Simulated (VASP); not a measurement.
Data:

```yaml
crystal:
  lattice:
    - [5.50958, 0.00000, 0.00000]
    - [0.00000, 5.50958, 0.00000]
    - [0.00000, 0.00000, 5.50958]
  atoms:
    - { symbol: Sc, position: [0.00000, 0.00000, 0.00000] }
    - { symbol: I, position: [0.50000, 0.00000, 0.00000] }
    - { symbol: I, position: [0.00000, 0.00000, 0.50000] }
    - { symbol: I, position: [0.00000, 0.50000, 0.00000] }
```

Calculation: PBE GGA, VASP's PBE PAW potentials (set 64) (plane waves; VASP). Settings: 400 eV cut-off, 5×5×5 Monkhorst-Pack mesh, Gaussian smearing of 0.050 eV, potentials Sc_sv I.

Give the stress tensor in GPa (positive for a compressed cell).

```
4.71  0.00  0.00
0.00  4.71  0.00
0.00  0.00  4.71
```
The pressure is its mean diagonal, 4.71 GPa.

The structure was generated: ScI3 was put into the ReO3 type (Pm-3m), which need not be its known phase. The cell was not relaxed at this level. The run is one of a series of settings (KPOINTS 5×5×5 Monkhorst-Pack mesh against the base run), some of them coarse on purpose.
